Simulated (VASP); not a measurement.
FCClBrH, in a box:

```
F C Cl Br H
1.0
    12.00000    0.00000    0.00000
     0.00000   12.00000    0.00000
     0.00000    0.00000   12.00000
F C Cl Br H
1 1 1 1 1
Direct
  0.45941 0.51288 0.60628
  0.50262 0.50762 0.50353
  0.61482 0.41412 0.50179
  0.38734 0.46472 0.39939
  0.53238 0.58938 0.47835
```

Base run:

```yaml
Program: VASP 6.6.1
Functional: PBE
Potentials_or_basis: VASP PAW PBE potentials, release 64 (F, C, Cl, Br, H)
Cutoff: 520 eV
k_mesh: 1 × 1 × 1
Occupations: gaussian, width 0.01 eV
Spin: no spin polarisation
```

Its results: gap between the frontier levels 5.19 eV; largest force 1.184 eV/Å.

Q: After a change of settings the same cell gave: gap between the frontier levels 6.74 eV; largest force 0.532 eV/Å. Which change was it?
A. further incar settings from ALGO = Normal; EDIFF = 1e-07; NBANDS = 21 to ALGO = Fast; EDIFF = 1e-07
B. further incar settings from ALGO = Normal; EDIFF = 1e-07; NBANDS = 21 to ALGO = Fast; EDIFF = 1e-07; dispersion from none to TS
C. functional from PBE to HSE06; dispersion from none to D3(BJ)

A: C.

Caveats: the PAW data sets were made with another functional, which shifts forces and pressure a little (some runs).
